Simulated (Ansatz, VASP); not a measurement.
## Y6Hf22O53 (amorphous 88HfO2-12Y2O3 (mol %)): VASP beside Ansatz

Aim: how closely do two programs agree when they are given the same cell, functional and k mesh? Of the first pair: The structure shown is the start of the Ansatz relaxation below; VASP solves that cell, so the two are compared at the walk's first step.

Calculated with Ansatz 0.2.0; plane waves, with VASP 6.6.1 beside it; single point at PBE.

### 1. Set-up

The cell holds 81 atoms: 22 Hf, 6 Y and 53 O. Its edges and angles: a = 10.474 Å, b = 10.474 Å, c = 10.474 Å, α = 90.0°, β = 90.0°, γ = 90.0°. As first built, before any earlier steps moved the atoms (in the runner's words): 81 atoms (22 Zr, 6 Er, 53 O) placed at random at 5.58 g/cm^3, melted at 5000 K for 10 ps at fixed volume with the Morse and Coulomb pair potential with partial charges (Pedone, Malavasi, Menziani, Cormack and Segre, J. Phys. Chem. B 110, 11780 (2006)). Quenched from 5000 K to 300 K at 50 K/ps and fixed volume, held 5 ps, then minimised at fixed cell. Then Zr was replaced by Hf, Er was replaced by Y (the potential has no terms for the new elements, so the cell is a start for a DFT relaxation).

As a file:

```xyz
81
Lattice="10.4744 0.0000 0.0000 0.0000 10.4744 0.0000 0.0000 0.0000 10.4744" Properties=species:S:1:pos:R:3 pbc="T T T"
Hf    2.2278    8.8679    5.4993
Hf    9.2549    7.4713    6.4439
Hf    0.4266    6.4664    3.5554
Hf    3.0264    3.8135    3.3880
Hf    5.4386    8.6831    6.4473
Hf    4.5422    6.8496    3.7345
Hf    7.0810    1.3931    5.6526
Hf    3.6657    1.6410    0.1966
Hf   10.0260    3.4777    2.2560
Hf    0.7661    9.9361    1.9029
Hf    3.6332    1.9491    6.5570
Hf    7.4758    6.4187    2.0569
Hf    9.6234    4.0512    6.1258
Hf    8.0715    9.3597    3.8952
Hf    6.0668    0.5896    8.9012
Hf    9.5844    5.5953    9.5590
Hf    5.5797    4.5115    9.6525
Hf    0.4777    1.3542    4.7256
Hf    4.9488    8.3306   10.3120
Hf    1.5016    3.6673    9.1708
Hf    8.7470    8.7598   10.4540
Hf    6.2703    4.7605    5.6998
Y     2.6106    6.7229    0.7310
Y     3.4944    5.7334    7.0287
Y     6.2455    3.2966    2.3634
Y     1.5812    9.9413    8.6409
Y     4.6164   10.1350    2.6733
Y     8.3245    2.3757    9.8783
O     4.1583    1.3497    8.5504
O     5.3794    4.6039    7.5895
O     6.5068    0.3613    3.8136
O     2.9436    8.6324    9.8662
O     6.3157    5.2222    3.6241
O     1.2694    4.6798    2.6291
O     7.3821    1.7119    7.7280
O    10.3093    4.4025    8.0382
O     0.1641    9.6205   10.3537
O     5.9387    2.4476   10.1482
O     0.3245    1.5015    2.5079
O     8.1996    2.7118    1.6895
O     0.5380    8.6169    6.7279
O     4.5691    6.3630    9.7075
O     0.0125    2.1333    6.5980
O     2.6543    3.6466    7.4115
O     5.4955    0.2932    6.5434
O     6.8660    7.9634    0.5573
O     4.2400    8.9461    4.6051
O     9.0759    6.7742    0.6841
O     8.9314    0.5615    4.8398
O     5.4662    6.7470    5.7123
O     2.3301    7.1155    4.3521
O    10.2458    3.7067    0.1401
O     3.8985    4.9266    4.9131
O     5.0635   10.4414    0.2864
O     5.7619    9.0045    8.4991
O     4.3020    8.0221    1.8681
O     7.7771    4.5339    9.3399
O     1.2123    9.9734    4.0479
O     2.4842    2.2734    4.7045
O     2.7107    0.2595    1.5773
O     2.4527    0.2034    6.5580
O     9.1072    7.4548    8.5967
O     9.0750    9.4552    2.0506
O     7.5397    8.8037    5.9592
O     1.2622    5.7091    9.7596
O     7.7965    3.3121    5.3755
O     9.4751    7.8562    4.3330
O     6.3741    5.0310    1.0200
O     9.1559    5.3717    2.8376
O     1.7545    1.6572    9.6822
O    10.3084    3.3039    4.3100
O     5.3226    2.6931    5.4726
O     4.1900    2.5031    2.1846
O     8.1208    5.6836    6.3615
O     6.6821    7.8850    3.3133
O     0.1243    5.8666    5.5879
O     3.7562    5.4682    2.3418
O     7.8784    0.0913    9.8501
O     1.0724    7.8037    2.0421
O     3.4598    7.9674    6.9288
O     3.4664    3.7027   10.1251
```

### 2. Ansatz: relaxation, PBE

Ansatz runs on its default PAW (the set named soft_2) files.

The two programs are compared at the cell with which this relaxation starts, whose forces are those of its first step.

Input file input.yaml:

```yaml
crystal:
  lattice:
    - [10.4744, 0.0, 0.0]
    - [0.0, 10.4744, 0.0]
    - [0.0, 0.0, 10.4744]
  atoms:
    - { symbol: Hf, position: [0.21269, 0.84663, 0.52502] }
    - { symbol: Hf, position: [0.88357, 0.71329, 0.6152] }
    - { symbol: Hf, position: [0.04073, 0.61735, 0.33944] }
    - { symbol: Hf, position: [0.28893, 0.36408, 0.32346] }
    - { symbol: Hf, position: [0.51923, 0.82898, 0.61553] }
    - { symbol: Hf, position: [0.43365, 0.65394, 0.35654] }
    - { symbol: Hf, position: [0.67603, 0.133, 0.53966] }
    - { symbol: Hf, position: [0.34997, 0.15667, 0.01877] }
    - { symbol: Hf, position: [0.95719, 0.33202, 0.21538] }
    - { symbol: Hf, position: [0.07314, 0.94861, 0.18167] }
    - { symbol: Hf, position: [0.34686, 0.18608, 0.626] }
    - { symbol: Hf, position: [0.71372, 0.6128, 0.19637] }
    - { symbol: Hf, position: [0.91875, 0.38677, 0.58484] }
    - { symbol: Hf, position: [0.77059, 0.89358, 0.37188] }
    - { symbol: Hf, position: [0.5792, 0.05629, 0.84981] }
    - { symbol: Hf, position: [0.91503, 0.53419, 0.91261] }
    - { symbol: Hf, position: [0.5327, 0.43072, 0.92153] }
    - { symbol: Hf, position: [0.04561, 0.12929, 0.45116] }
    - { symbol: Hf, position: [0.47247, 0.79533, 0.9845] }
    - { symbol: Hf, position: [0.14336, 0.35012, 0.87554] }
    - { symbol: Hf, position: [0.83508, 0.83631, 0.99805] }
    - { symbol: Hf, position: [0.59863, 0.45449, 0.54416] }
    - { symbol: "Y", position: [0.24924, 0.64184, 0.06979] }
    - { symbol: "Y", position: [0.33361, 0.54737, 0.67104] }
    - { symbol: "Y", position: [0.59626, 0.31473, 0.22564] }
    - { symbol: "Y", position: [0.15096, 0.9491, 0.82495] }
    - { symbol: "Y", position: [0.44073, 0.9676, 0.25522] }
    - { symbol: "Y", position: [0.79475, 0.22681, 0.94309] }
    - { symbol: O, position: [0.397, 0.12886, 0.81631] }
    - { symbol: O, position: [0.51358, 0.43954, 0.72458] }
    - { symbol: O, position: [0.62121, 0.03449, 0.36409] }
    - { symbol: O, position: [0.28103, 0.82414, 0.94193] }
    - { symbol: O, position: [0.60297, 0.49857, 0.346] }
    - { symbol: O, position: [0.12119, 0.44678, 0.251] }
    - { symbol: O, position: [0.70478, 0.16344, 0.7378] }
    - { symbol: O, position: [0.98424, 0.42031, 0.76741] }
    - { symbol: O, position: [0.01567, 0.91848, 0.98848] }
    - { symbol: O, position: [0.56697, 0.23367, 0.96886] }
    - { symbol: O, position: [0.03098, 0.14335, 0.23943] }
    - { symbol: O, position: [0.78282, 0.2589, 0.1613] }
    - { symbol: O, position: [0.05136, 0.82266, 0.64232] }
    - { symbol: O, position: [0.43622, 0.60748, 0.92678] }
    - { symbol: O, position: [0.00119, 0.20367, 0.62992] }
    - { symbol: O, position: [0.25341, 0.34814, 0.70758] }
    - { symbol: O, position: [0.52466, 0.02799, 0.6247] }
    - { symbol: O, position: [0.6555, 0.76027, 0.05321] }
    - { symbol: O, position: [0.4048, 0.85409, 0.43965] }
    - { symbol: O, position: [0.86648, 0.64674, 0.06531] }
    - { symbol: O, position: [0.85269, 0.05361, 0.46206] }
    - { symbol: O, position: [0.52186, 0.64414, 0.54536] }
    - { symbol: O, position: [0.22246, 0.67932, 0.4155] }
    - { symbol: O, position: [0.97818, 0.35388, 0.01338] }
    - { symbol: O, position: [0.37219, 0.47035, 0.46906] }
    - { symbol: O, position: [0.48342, 0.99685, 0.02734] }
    - { symbol: O, position: [0.55009, 0.85967, 0.81142] }
    - { symbol: O, position: [0.41072, 0.76588, 0.17835] }
    - { symbol: O, position: [0.74249, 0.43286, 0.89169] }
    - { symbol: O, position: [0.11574, 0.95217, 0.38646] }
    - { symbol: O, position: [0.23717, 0.21704, 0.44914] }
    - { symbol: O, position: [0.25879, 0.02477, 0.15059] }
    - { symbol: O, position: [0.23416, 0.01942, 0.6261] }
    - { symbol: O, position: [0.86947, 0.71172, 0.82073] }
    - { symbol: O, position: [0.8664, 0.9027, 0.19577] }
    - { symbol: O, position: [0.71982, 0.8405, 0.56893] }
    - { symbol: O, position: [0.1205, 0.54505, 0.93176] }
    - { symbol: O, position: [0.74434, 0.31621, 0.5132] }
    - { symbol: O, position: [0.9046, 0.75004, 0.41368] }
    - { symbol: O, position: [0.60854, 0.48031, 0.09738] }
    - { symbol: O, position: [0.87412, 0.51284, 0.27091] }
    - { symbol: O, position: [0.1675, 0.15821, 0.92437] }
    - { symbol: O, position: [0.98415, 0.31543, 0.41148] }
    - { symbol: O, position: [0.50815, 0.25711, 0.52247] }
    - { symbol: O, position: [0.40002, 0.23897, 0.20857] }
    - { symbol: O, position: [0.7753, 0.54262, 0.60734] }
    - { symbol: O, position: [0.63795, 0.75279, 0.31632] }
    - { symbol: O, position: [0.01187, 0.56009, 0.53348] }
    - { symbol: O, position: [0.35861, 0.52205, 0.22357] }
    - { symbol: O, position: [0.75216, 0.00872, 0.9404] }
    - { symbol: O, position: [0.10238, 0.74503, 0.19496] }
    - { symbol: O, position: [0.33031, 0.76065, 0.6615] }
    - { symbol: O, position: [0.33094, 0.3535, 0.96665] }
kpoints:
  mp_grid: { grid: [1, 1, 1] }
hamiltonian:
  xc: pbe
scf:
  occupations: { method: fermi_dirac, width: 0.025 }
output:
  forces: true
relax:
  f_tol: 0.04
  max_steps: 250
  cell: {}
```

The run is started by

```console
$ ansatz run input.yaml --threads 4 --pin off --max-ram 8192MiB --backend cpu --events-out ev --progress --plain --runs-dir out
```

Numbers of over 12 decimals in the logs are rounded to 6 here.

The program printed:

```text
Engine: ansatz 0.2.0, x86_64-unknown-linux-gnu
Pseudopotentials: kind: paw
Pseudopotential: Hf, paw, valence charge 26, recommended cutoff 420 eV (normal), Hf.paw.azcp
Pseudopotential: Y, paw, valence charge 11, recommended cutoff 420 eV (normal), Y.paw.azcp
Pseudopotential: O, paw, valence charge 6, recommended cutoff 420 eV (normal), O.paw.azcp
Functional definition: PBE
  parameter kappa = 0.804
  parameter beta = 0.066725
  exchange = pbe_x(kappa = kappa, mu = beta*pi^2/3)
  correlation = pbe_c(beta = beta)
Crystal: 81 atoms, lattice volume = 1149.178 Å³
Basis set: ecut = 420 eV, 22575 PW (Γ), exchange–correlation on 144×144×144 points (8 copies of the dense FFT grid, shifted against one another)
Bands: 574, of which v1, the nominal top of the filled ones, is band 478 counted from 1 (477 counted from 0)
Symmetry: 1 space group operations
Space group: P1 (ITA 1), of the structure as read, at distance tolerance 1.0e-4 Å
k-points: 1
Non-local potential: Hf, projectors of the file, l = 0: 3, l = 1: 2, l = 2: 2, l = 3: 3
Non-local potential: Y, projectors of the file, l = 0: 3, l = 1: 2, l = 2: 2, l = 3: 1
Non-local potential: O, projectors of the file, l = 0: 2, l = 1: 2, l = 2: 1
PAW form: soft (Blöchl's): semilocal exchange-correlation on the pseudo side does not see the compensation charge
PAW one-centre angular grid: Hf, 590 points (default); XC on 64 Gauss nodes
PAW one-centre angular grid: Y, 590 points (default); XC on 64 Gauss nodes
PAW one-centre angular grid: O, 110 points (default); XC on 64 Gauss nodes
Initial density: superposition of atomic densities (neutral atoms: chi_scale 0, normalization atom), corrected by the library's trained network
Initial wavefunctions: pseudopotential atomic-orbital guess
Functional: x = pbe(κ = 0.804, μ = 0.219515), c = pbe(β = 0.066725)
SCF iter   1: F=—  HF=-399171.941225 eV  |F-HF|=—  |Δ(HF+E_count)|=         —  Δρ=3.58e-3  dr2=1.51e-1  ethr=1.77e-3  ⟨swp⟩=5.0  Hψ=1787  notcnv=0  defer=57
preconditioner: auto → Resta (q_TF=auto, 2.646 Å⁻¹)  ε∞=4.7  [insulator: Δε(μ)=3.356 eV  Ē_g=17.076 eV  σ=0.025 eV  W_gap=1.00  n_scr=364 (ndim 8)  ℏωp=32.9 eV  f_vac=0.124  D(μ)=0.00/eV (n_scr^D=0)  ε∞_Penn≈4.7]
SCF iter   2: F=—  HF=-399171.933514 eV  |F-HF|=—  |Δ(HF+E_count)|=   7.71e-3  Δρ=1.81e-3  dr2=3.11e-2  ethr=1.58e-5  ⟨swp⟩=2.0  Hψ=1033  notcnv=0  defer=90
SCF iter   3: F=—  HF=-399171.935112 eV  |F-HF|=—  |Δ(HF+E_count)|=   1.60e-3  Δρ=8.18e-4  dr2=1.03e-2  ethr=3.25e-6  ⟨swp⟩=2.0  Hψ=799  notcnv=0  defer=90
SCF iter   4: F=—  HF=-399171.936102 eV  |F-HF|=—  |Δ(HF+E_count)|=   9.90e-4  Δρ=2.37e-4  dr2=8.64e-4  ethr=1.08e-6  ⟨swp⟩=2.0  Hψ=869  notcnv=0  defer=90
SCF iter   5: F=—  HF=-399171.936291 eV  |F-HF|=—  |Δ(HF+E_count)|=   1.89e-4  Δρ=1.55e-4  dr2=3.07e-4  ethr=9.04e-8  ⟨swp⟩=2.0  Hψ=962  notcnv=0  defer=90
SCF iter   6: F=—  HF=-399171.936292 eV  |F-HF|=—  |Δ(HF+E_count)|=   1.43e-6  Δρ=5.12e-5  dr2=3.58e-5  ethr=3.21e-8  ⟨swp⟩=3.0  Hψ=944  notcnv=0  defer=90
SCF iter   7: F=—  HF=-399171.938227 eV  |F-HF|=—  |Δ(HF+E_count)|=   1.94e-3  Δρ=3.71e-5  dr2=1.74e-5  ethr=3.75e-9  ⟨swp⟩=3.0  Hψ=1049  notcnv=0  defer=90
SCF iter   8: F=—  HF=-399171.938234 eV  |F-HF|=—  |Δ(HF+E_count)|=   7.06e-6  Δρ=1.21e-5  dr2=2.45e-6  ethr=1.82e-9  ⟨swp⟩=3.0  Hψ=840  notcnv=0  defer=90
SCF iter   9: F=—  HF=-399171.938237 eV  |F-HF|=—  |Δ(HF+E_count)|=   2.78e-6  Δρ=6.67e-6  dr2=5.56e-7  ethr=2.56e-10  ⟨swp⟩=3.0  Hψ=963  notcnv=0  defer=90
SCF iter  10: F=—  HF=-399171.938237 eV  |F-HF|=—  |Δ(HF+E_count)|=   2.39e-7  Δρ=4.18e-6  dr2=2.13e-7  ethr=5.81e-11  ⟨swp⟩=3.0  Hψ=964  notcnv=0  defer=90
SCF iter  11: F=-399171.938238 eV  HF=-399171.938238 eV  |F-HF|=2.58e-8  |Δ(HF+E_count)|=   9.12e-8  Δρ=1.79e-6  dr2=4.57e-8  ethr=1.05e-11  ⟨swp⟩=4.0  Hψ=1845  notcnv=0
SCF 1 converged in 11 iterations: F = -399171.938238 eV  dr2 = 4.57e-8
  greatest PAW one-centre occupation: 0.999 electrons in one spin orbital (limit 2), on the Hf atom at site 0 (counted from 0), in its partial waves of l = 0
relax step   1: F+E_penalty+E_count = -399171.93823757 eV  Δ(F+E_penalty+E_count) = +0.000e0 eV  max|allowed force component| = 2.197e0 eV/Å  Δτ_max = 0.0000 Å  P = -8.659 GPa  Ω = 1149.178 Å³  (11 SCF iters, dr2 threshold 1.00e-7 eV, accepted)
Crystal: 81 atoms, lattice volume = 1056.092 Å³
Basis set: ecut = 420 eV, 20631 PW (Γ), exchange–correlation on 144×144×144 points (8 copies of the dense FFT grid, shifted against one another)
Initial density: handed on by an earlier stage of this run
Initial wavefunctions: those handed on with the density
iter 1 solved again at ethr=2.36e-4 eV; its pass at ethr=3.10e-3 eV (dr2=2.25e0 eV) is discarded
SCF iter   1: F=—  HF=-399174.976677 eV  |F-HF|=—  |Δ(HF+E_count)|=         —  Δρ=1.74e-2  dr2=2.26e0  ethr=2.36e-4  ⟨swp⟩=8.0  Hψ=2493  notcnv=0
[...]
atom  54  O     -0.00086818    -0.00184750    -0.00312288
  atom  55  O     -0.00346323    -0.00041047    -0.00167287
  atom  56  O     -0.00088517    -0.00019368     0.00136775
  atom  57  O     -0.00408532     0.00282261     0.00173666
  atom  58  O      0.00062010    -0.00175086     0.00163467
  atom  59  O     -0.00150860     0.00138813    -0.00195776
  atom  60  O     -0.00018502    -0.00243609     0.00315908
  atom  61  O     -0.00207859    -0.00325035     0.00196648
  atom  62  O     -0.00454815     0.00564237     0.00104397
  atom  63  O     -0.00104040     0.00017743     0.00159842
  atom  64  O     -0.00199714    -0.00169971    -0.00191145
  atom  65  O      0.00166107     0.00162195     0.00160590
  atom  66  O      0.00039524    -0.00146024     0.00210782
  atom  67  O     -0.00271892    -0.00064041     0.00603196
  atom  68  O      0.00182918     0.00128232    -0.00128776
  atom  69  O      0.00106927     0.00509802     0.00156808
  atom  70  O      0.00108798    -0.00080740     0.00063770
  atom  71  O      0.00130296    -0.00133022     0.00056199
  atom  72  O     -0.00149378     0.00074180    -0.00113400
  atom  73  O     -0.00378740    -0.00010392    -0.00061427
  atom  74  O      0.00034614     0.00085951    -0.00120208
  atom  75  O      0.00110297     0.00146247     0.00318786
  atom  76  O      0.00032094     0.00174912    -0.00134092
  atom  77  O      0.00047661     0.00129708    -0.00154106
  atom  78  O     -0.00100173    -0.00481411     0.00156607
  atom  79  O     -0.00035332    -0.00318851     0.00138822
  atom  80  O      0.00229470     0.00022326    -0.00075950
  atom  81  O      0.00262601     0.00155174    -0.00036966
  max |Σ_I F_I| component: 7.70e-6 eV/Å
--- Stress (GPa, compression-positive) ---
       -0.015224      -0.004067      -0.001743
       -0.004067      -0.013072       0.002085
       -0.001743       0.002085      -0.019628
  P = ⅓ Tr σ = -0.0160 GPa (-0.160 kbar)
--- Relaxed structure (14 steps of the walk, 13 accepted, 2 SCFs on fresh bases) ---
  F+E_penalty+E_count = -399175.87412121 eV   max|allowed force component| = 7.844e-3 eV/Å   (the final SCF, on the basis selected at the relaxed cell)
  cell:  # Å, volume = 1054.3444 Å³
    - [10.155483, 0.053303, -0.041367]
    - [0.053303, 10.096574, 0.00117176]
    - [-0.041367, 0.00117176, 10.283170]
  atoms:
    - { symbol: Hf, position: [0.212107, 0.849210, 0.532552] }
    - { symbol: Hf, position: [0.884801, 0.720619, 0.608222] }
    - { symbol: Hf, position: [0.048119, 0.616291, 0.343045] }
    - { symbol: Hf, position: [0.274415, 0.357992, 0.318917] }
    - { symbol: Hf, position: [0.519871, 0.827367, 0.625924] }
    - { symbol: Hf, position: [0.443100, 0.662483, 0.350851] }
    - { symbol: Hf, position: [0.702726, 0.130023, 0.546740] }
    - { symbol: Hf, position: [0.348691, 0.166328, 0.012503] }
    - { symbol: Hf, position: [0.959537, 0.325087, 0.211977] }
    - { symbol: Hf, position: [0.079355, 0.943451, 0.171279] }
    - { symbol: Hf, position: [0.354490, 0.205121, 0.611139] }
    - { symbol: Hf, position: [0.722034, 0.604947, 0.194386] }
    - { symbol: Hf, position: [0.935025, 0.383341, 0.574938] }
    - { symbol: Hf, position: [0.766593, 0.898448, 0.351769] }
    - { symbol: Hf, position: [0.574308, 0.061781, 0.833968] }
    - { symbol: Hf, position: [0.903791, 0.547364, 0.894148] }
    - { symbol: Hf, position: [0.529502, 0.440659, 0.925056] }
    - { symbol: Hf, position: [0.066146, 0.120896, 0.455034] }
    - { symbol: Hf, position: [0.466159, 0.806887, 1.003824] }
    - { symbol: Hf, position: [0.134753, 0.338687, 0.867985] }
    - { symbol: Hf, position: [0.825854, 0.846433, 0.989784] }
    - { symbol: Hf, position: [0.606468, 0.453139, 0.558579] }
    - { symbol: Y, position: [0.236056, 0.608802, 0.063435] }
    - { symbol: Y, position: [0.297715, 0.551408, 0.646164] }
    - { symbol: Y, position: [0.610324, 0.299624, 0.265105] }
    - { symbol: Y, position: [0.163399, 0.937107, 0.826548] }
    - { symbol: Y, position: [0.404044, 1.008347, 0.290287] }
    - { symbol: Y, position: [0.797007, 0.242454, 0.937539] }
    - { symbol: O, position: [0.386554, 0.136942, 0.804787] }
    - { symbol: O, position: [0.487681, 0.441776, 0.726466] }
    - { symbol: O, position: [0.621726, 0.052233, 0.353750] }
    - { symbol: O, position: [0.268688, 0.814073, 0.961457] }
    - { symbol: O, position: [0.595357, 0.498655, 0.365357] }
    - { symbol: O, position: [0.125246, 0.461286, 0.214772] }
    - { symbol: O, position: [0.714708, 0.174286, 0.736789] }
    - { symbol: O, position: [0.951878, 0.381678, 0.774315] }
    - { symbol: O, position: [0.014638, 0.916205, 0.980914] }
    - { symbol: O, position: [0.563385, 0.241246, 0.959185] }
    - { symbol: O, position: [0.027604, 0.137717, 0.246270] }
    - { symbol: O, position: [0.784541, 0.253969, 0.159670] }
    - { symbol: O, position: [0.050618, 0.829513, 0.651359] }
    - { symbol: O, position: [0.431180, 0.611269, 0.956604] }
    - { symbol: O, position: [-0.017827, 0.193915, 0.612523] }
    - { symbol: O, position: [0.224768, 0.340723, 0.693578] }
    - { symbol: O, position: [0.530498, 0.033157, 0.627151] }
    - { symbol: O, position: [0.658183, 0.755584, 0.060590] }
    - { symbol: O, position: [0.408575, 0.865096, 0.455224] }
    - { symbol: O, position: [0.877640, 0.635050, 0.064612] }
    - { symbol: O, position: [0.866328, 0.038289, 0.454207] }
    - { symbol: O, position: [0.499426, 0.634951, 0.554826] }
    - { symbol: O, position: [0.235589, 0.664718, 0.439807] }
    - { symbol: O, position: [0.978958, 0.347729, 0.016229] }
[...]
- { symbol: O, position: [0.781039, 0.538293, 0.616273] }
    - { symbol: O, position: [0.638755, 0.743706, 0.317696] }
    - { symbol: O, position: [0.028981, 0.565948, 0.552052] }
    - { symbol: O, position: [0.361688, 0.523511, 0.238437] }
    - { symbol: O, position: [0.751247, 0.019802, 0.936995] }
    - { symbol: O, position: [0.107066, 0.738751, 0.200323] }
    - { symbol: O, position: [0.322380, 0.778778, 0.687542] }
    - { symbol: O, position: [0.311678, 0.368140, 0.973149] }
```

(Continued in part 2 of 3.)

[Lines on the potential files, build, host, timing and source positions are cut from VASP's logs without a mark.]

[Logs are printed without paths, hosts, clocks, repeated set-up lines and the standing remarks that a program may print on its own settings, such as how far it seeks lower states.]

[Hosts, paths, dates, database ids (printed as entryN), source tags and the programs' standing remarks are cut or masked in the printed files.]
